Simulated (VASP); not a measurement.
# Li4P (I4/m) in VASP: further runs

One crystal, Li4P, is run at these levels: PBEsol, r2SCAN+rVV10; tasks: optical spectrum, electric field gradients.

Program: VASP 6.6.1. These are calculated values, not measurements. Logs are shortened: lines on timing, memory, paths and dates and some standing lists are left out, and cuts for length are marked.

## Step 1: The structure

Symmetry: I4/m, No. 87, tetragonal system. Conventional cell: a = 5.683 Å, b = 5.683 Å, c = 3.551 Å, α = 90.00°, β = 90.00°, γ = 90.00°. Around Li (site symmetry m) lie 9 Li at 2.50 to 2.56 Å and 3 P at 2.54 Å. P (site symmetry 4/m) is surrounded by 12 Li at 2.54 Å.

The cell was built by a generator and needn't be a form met in nature.

## Step 2: Optical spectrum, PBEsol (volume scaled by 0.8)

INCAR reads:

```
PREC     = Accurate       # precision mode
ENCUT    = 500            # plane-wave cutoff, eV
EDIFF    = 1E-7           # SCF threshold, eV
ISMEAR   = 0              # smearing method
SIGMA    = 0.01           # smearing width, eV
LREAL    = F              # projectors in reciprocal space
LASPH    = F              # aspherical terms in the spheres
NELM     = 80             # most SCF steps
ALGO     = Fast           # electronic algorithm
ISIF     = 2              # what is computed and relaxed
LWAVE    = F              # write WAVECAR
LCHARG   = F              # write CHGCAR
GGA      = PS             # functional
LOPTICS  = T              # frequency-dependent dielectric function
NBANDS   = 41             # bands
NEDOS    = 2000           # points of the DOS
CSHIFT   = 0.1
```

Li4P.cif reads:

```cif
data_Li4P
_cell_length_a 5.27581761
_cell_length_b 5.27581761
_cell_length_c 3.29685503
_cell_angle_alpha 90.00000000
_cell_angle_beta 90.00000000
_cell_angle_gamma 90.00000000
_space_group_name_H-M_alt 'I4/m'
_space_group_name_Hall '-I 4'
_space_group_IT_number 87
loop_
_space_group_symop_operation_xyz
'x,y,z'
'-x,-y,-z'
'-y,x,z'
'y,-x,-z'
'-x,-y,z'
'x,y,-z'
'y,-x,z'
'-y,x,-z'
'x+1/2,y+1/2,z+1/2'
'-x+1/2,-y+1/2,-z+1/2'
'-y+1/2,x+1/2,z+1/2'
'y+1/2,-x+1/2,-z+1/2'
'-x+1/2,-y+1/2,z+1/2'
'x+1/2,y+1/2,-z+1/2'
'y+1/2,-x+1/2,z+1/2'
'-y+1/2,x+1/2,-z+1/2'
loop_
_atom_site_label
_atom_site_type_symbol
_atom_site_symmetry_multiplicity
_atom_site_Wyckoff_symbol
_atom_site_fract_x
_atom_site_fract_y
_atom_site_fract_z
_atom_site_occupancy
Li1 Li 8 h 0.8028434650 0.4018087850 0.0000000000 1
P1 P 2 a 0.0000000000 0.0000000000 0.0000000000 1
```

KPOINTS reads:

```
Automatic mesh
0
Gamma
  5 5 8
```

POSCAR reads:

```
Li P 
 1.0000000000000000
     5.2758176099999998    0.0000000000000000    0.0000000000000000
     0.0000000000000000    5.2758176099999998    0.0000000000000000
     0.0000000000000000    0.0000000000000000    3.2968550300000001
 Li  P  
   8   2
Cartesian
  4.2356556907204190  2.1198698637557039  0.0000000000000000
  1.0401619192795806  3.1559477462442955  0.0000000000000000
  3.1559477462442955  4.2356556907204190  0.0000000000000000
  2.1198698637557039  1.0401619192795806  0.0000000000000000
  1.5977468857204187  4.7577786687557042  1.6484275150000001
  3.6780707242795803  0.5180389412442962  1.6484275150000001
  0.5180389412442962  1.5977468857204187  1.6484275150000001
  4.7577786687557042  3.6780707242795803  1.6484275150000001
  0.0000000000000000  0.0000000000000000  0.0000000000000000
  2.6379088049999999  2.6379088049999999  1.6484275150000001
```

Potentials or basis: VASP PAW PBE potentials, release 64 (Li, P).

The run is started by

```sh
ase convert -i cif -o vasp Li4P.cif POSCAR
cat potpaw_PBE.64/Li/POTCAR potpaw_PBE.64/P/POTCAR > POTCAR
mpirun -np 1 vasp_std > vasp.out
```

OUTCAR:

```text
PREC = Accurate
   ENCUT = 500
   EDIFF = 1E-7
   ISMEAR = 0
   LREAL = F
   LASPH = F
   NELM = 80
   ISIF = 2
   GGA = PS

 ion  position               nearest neighbor table
   1  0.803  0.402  0.000-   2 2.32   7 2.33   8 2.33   7 2.33   8 2.33  10 2.35  10 2.35   9 2.36
                             6 2.37   6 2.37   4 2.38   3 2.38
   2  0.197  0.598  0.000-   1 2.32   7 2.33   8 2.33   7 2.33   8 2.33  10 2.35  10 2.35   9 2.36
                             5 2.37   5 2.37   4 2.38   3 2.38
   3  0.598  0.803  0.000-   4 2.32   5 2.33   6 2.33   5 2.33   6 2.33  10 2.35  10 2.35   9 2.36
                             8 2.37   8 2.37   1 2.38   2 2.38
   4  0.402  0.197  0.000-   3 2.32   5 2.33   6 2.33   5 2.33   6 2.33  10 2.35  10 2.35   9 2.36
                             7 2.37   7 2.37   1 2.38   2 2.38
   5  0.303  0.902  0.500-   6 2.32   4 2.33   3 2.33   3 2.33   4 2.33   9 2.35   9 2.35  10 2.36
                             2 2.37   2 2.37   7 2.38   8 2.38
   6  0.697  0.098  0.500-   5 2.32   4 2.33   3 2.33   3 2.33   4 2.33   9 2.35   9 2.35  10 2.36
                             1 2.37   1 2.37   7 2.38   8 2.38
   7  0.098  0.303  0.500-   8 2.32   2 2.33   1 2.33   1 2.33   2 2.33   9 2.35   9 2.35  10 2.36
                             4 2.37   4 2.37   6 2.38   5 2.38
   8  0.902  0.697  0.500-   7 2.32   2 2.33   1 2.33   1 2.33   2 2.33   9 2.35   9 2.35  10 2.36
                             3 2.37   3 2.37   6 2.38   5 2.38
   9  0.000  0.000  0.000-   5 2.35   6 2.35   7 2.35   8 2.35   5 2.35   6 2.35   7 2.35   8 2.35
                             1 2.36   2 2.36   3 2.36   4 2.36
  10  0.500  0.500  0.500-   1 2.35   2 2.35   3 2.35   4 2.35   1 2.35   2 2.35   3 2.35   4 2.35
                             5 2.36   6 2.36   7 2.36   8 2.36

  LATTYP: Found a simple tetragonal cell.
 ALAT       =     5.2758176100
 C/A-ratio  =     0.6248993566

  Lattice vectors:

 A1 = (   5.2758176100,   0.0000000000,   0.0000000000)
 A2 = (   0.0000000000,   5.2758176100,   0.0000000000)
[... 814 lines left out ...]
      4.23566      2.11987      0.00000        -0.759694     -0.452775      0.000000
      1.04016      3.15595      0.00000         0.759694      0.452775     -0.000000
      3.15595      4.23566      0.00000         0.452775     -0.759694      0.000000
      2.11987      1.04016      0.00000        -0.452775      0.759694      0.000000
      1.59775      4.75778      1.64843        -0.759694     -0.452775     -0.000000
      3.67807      0.51804      1.64843         0.759694      0.452775      0.000000
      0.51804      1.59775      1.64843         0.452775     -0.759694     -0.000000
      4.75778      3.67807      1.64843        -0.452775      0.759694      0.000000
      0.00000      0.00000      0.00000        -0.000000     -0.000000     -0.000000
      2.63791      2.63791      1.64843         0.000000      0.000000     -0.000000
 -----------------------------------------------------------------------------------
    total drift:                                0.000000     -0.000000     -0.000000

  FREE ENERGIE OF THE ION-ELECTRON SYSTEM (eV)
  ---------------------------------------------------
  free  energy   TOTEN  =       -27.4066272312 eV

  energy  without entropy=      -27.4064117844  energy(sigma->0) =      -27.40651951

 electrical conductivity sigma (Mega S m-1) (frequency dependency in vasprun.xml)
  --------------------------------------------------------------------------------------
       0.222       0.000       0.000
       0.000       0.222       0.000
       0.000       0.000       0.003

  frequency dependent IMAGINARY DIELECTRIC FUNCTION (independent particle, no local field effects) density-density
     E(ev)      X         Y         Z        XY        YZ        ZX
  --------------------------------------------------------------------------------------------------------------
     0.00000     0.00000     0.00000     0.00000     0.00000     0.00000     0.00000
     0.39802     0.18547     0.18547    33.02365     0.00052     0.00000    -0.00000
     0.79605     0.97241     0.97241     9.88030     0.00027     0.00000    -0.00000
     1.19407     4.04133     4.04133     7.99864     0.00018     0.00000    -0.00000
     1.59209     1.47086     1.47086     2.51406     0.00014     0.00000     0.00000
     1.99012     3.56721     3.56721     1.78950     0.00011     0.00000     0.00000
[... 92 lines left out ...]
    39.00626     0.00084     0.00084     0.00096    -0.00000     0.00000    -0.00000
    39.40428     0.00081     0.00081     0.00093    -0.00000     0.00000    -0.00000

  frequency dependent      REAL DIELECTRIC FUNCTION (independent particle, no local field effects) density-density
     E(ev)        X           Y           Z          XY          YZ          ZX
  --------------------------------------------------------------------------------------------------------------
     0.00000    10.03742    10.03742   501.32269     0.00218     0.00000     0.00000
     0.39802    10.36020    10.36020   -38.25517     0.00013     0.00000     0.00000
     0.79605    11.93185    11.93185    -3.64272     0.00003     0.00000     0.00000
     1.19407     8.49203     8.49203    -1.27052     0.00001     0.00000    -0.00000
     1.59209     8.80764     8.80764     1.39252     0.00001    -0.00000     0.00000
     1.99012     9.90204     9.90204     6.44150     0.00001    -0.00000     0.00000
[... 92 lines left out ...]
    39.00626     0.84958     0.84958     0.82808     0.00000     0.00000    -0.00000
    39.40428     0.85287     0.85287     0.83183     0.00000     0.00000    -0.00000

  frequency dependent IMAGINARY DIELECTRIC FUNCTION (independent particle, no local field effects) current-current
     E(ev)      X         Y         Z        XY        YZ        ZX
  --------------------------------------------------------------------------------------------------------------
     0.00000    90.66675    90.66675  2629.73711     0.01095     0.00000    -0.00000
     0.39802     4.87847     4.87847    11.18732     0.00055     0.00000    -0.00000
     0.79605     3.70649     3.70649     8.55954     0.00027     0.00000    -0.00000
     1.19407     5.26951     5.26951     7.55677     0.00018     0.00000     0.00000
     1.59209     2.44566     2.44566     2.55196     0.00014     0.00000    -0.00000
     1.99012     4.45190     4.45190     2.33191     0.00011     0.00000     0.00000
[... 92 lines left out ...]
    39.00626     0.00007     0.00007     0.00008    -0.00000    -0.00000    -0.00000
    39.40428     0.00006     0.00006     0.00007    -0.00000    -0.00000    -0.00000

  frequency dependent      REAL DIELECTRIC FUNCTION (independent particle, no local field effects) current-current
     E(ev)        X           Y           Z          XY          YZ          ZX
  --------------------------------------------------------------------------------------------------------------
     0.00000     9.94546     9.94546  -239.45807    -0.00000     0.00000    -0.00000
     0.39802    10.24882    10.24882   -20.73694    -0.00000     0.00000    -0.00000
     0.79605    11.66158    11.66158     1.84038    -0.00000     0.00000    -0.00000
     1.19407     7.82402     7.82402     0.91661    -0.00000     0.00000    -0.00000
     1.59209     8.62822     8.62822     3.05134    -0.00000    -0.00000    -0.00000
     1.99012     9.54302     9.54302     7.51210    -0.00000     0.00000    -0.00000
[... 92 lines left out ...]
    39.00626     0.84963     0.84963     0.83137     0.00000     0.00000     0.00000
    39.40428     0.85292     0.85292     0.83505     0.00000     0.00000     0.00000
```

OSZICAR:

```text
N       E                     dE             d eps       ncg     rms          rms(c)
DAV:   1     0.247431829142E+02    0.24743E+02   -0.56859E+03  2870   0.339E+02
DAV:   2    -0.256257394705E+02   -0.50369E+02   -0.46945E+02  3551   0.761E+01
DAV:   3    -0.278150108241E+02   -0.21893E+01   -0.21554E+01  3586   0.121E+01
DAV:   4    -0.278307541976E+02   -0.15743E-01   -0.15739E-01  3340   0.113E+00
DAV:   5    -0.278309101618E+02   -0.15596E-03   -0.15596E-03  3489   0.113E-01    0.627E+00
RMM:   6    -0.275220745771E+02    0.30884E+00   -0.20811E-02  2890   0.339E-01    0.385E+00
RMM:   7    -0.274115960165E+02    0.11048E+00   -0.14670E-02  3049   0.368E-01    0.475E-01
RMM:   8    -0.274068760038E+02    0.47200E-02   -0.33167E-03  3053   0.146E-01    0.234E-01
RMM:   9    -0.274066719039E+02    0.20410E-03   -0.51236E-04  3358   0.700E-02    0.894E-02
RMM:  10    -0.274066248683E+02    0.47036E-04   -0.10604E-04  3207   0.295E-02    0.147E-02
RMM:  11    -0.274066276616E+02   -0.27933E-05   -0.23559E-05  3399   0.138E-02    0.334E-02
RMM:  12    -0.274066280712E+02   -0.40957E-06   -0.31919E-06  3473   0.532E-03    0.410E-02
RMM:  13    -0.274066272162E+02    0.85496E-06   -0.70930E-07  3346   0.240E-03    0.332E-02
RMM:  14    -0.274066272312E+02   -0.14935E-07   -0.12877E-07  2762   0.107E-03
   1 F= -.27406627E+02 E0= -.27406520E+02  d E =-.215447E-03
 imaginary and real dielectric function
```

Wall time 72 s (1 thread of Intel Xeon Platinum 8488C (Sapphire Rapids), shared host); peak memory 0.28 GiB.

What came out:

* Free energy: -27.4066 eV
* Pressure: 30.8 GPa
* Largest force: 0.884 eV/Å
* Band gap on the k mesh: none (metal or under the smearing width)

Forces on the atoms (eV/Å):
```
Li  -0.760 -0.453  0.000
Li   0.760  0.453  0.000
Li   0.453 -0.760  0.000
Li  -0.453  0.760  0.000
Li  -0.760 -0.453  0.000
Li   0.760  0.453  0.000
Li   0.453 -0.760  0.000
Li  -0.453  0.760  0.000
P    0.000  0.000  0.000
P    0.000  0.000  0.000
```

Stress tensor (GPa, compression positive):
```
24.45  0.00  0.00
 0.00 24.45  0.00
 0.00  0.00 43.58
```

Dielectric function (mean over the directions given):
```tsv
energy (eV)	real part	imaginary part
0.30	-15.70	24.24
1.29	5.31	4.43
2.29	9.98	5.43
3.38	5.30	8.76
4.38	4.89	8.23
5.37	3.42	9.73
6.47	-2.83	6.14
7.46	-1.75	5.29
8.46	-1.87	3.32
9.55	-1.77	1.65
10.55	-1.06	1.13
11.64	-0.71	1.16
12.64	-0.70	0.93
13.63	-0.54	0.59
14.73	-0.30	0.44
15.72	0.04	0.36
16.72	0.05	0.32
17.81	0.15	0.28
18.81	0.18	0.24
19.90	0.28	0.12
```

Caveat: spectra need much finer meshes, so this one isn't converged; independent-particle spectra lack excitons; the intraband (Drude) part of a metal's response may be missing; the PAW data sets were made with another functional, which shifts forces and pressure a little.

(Continued in part 2 of 2.)
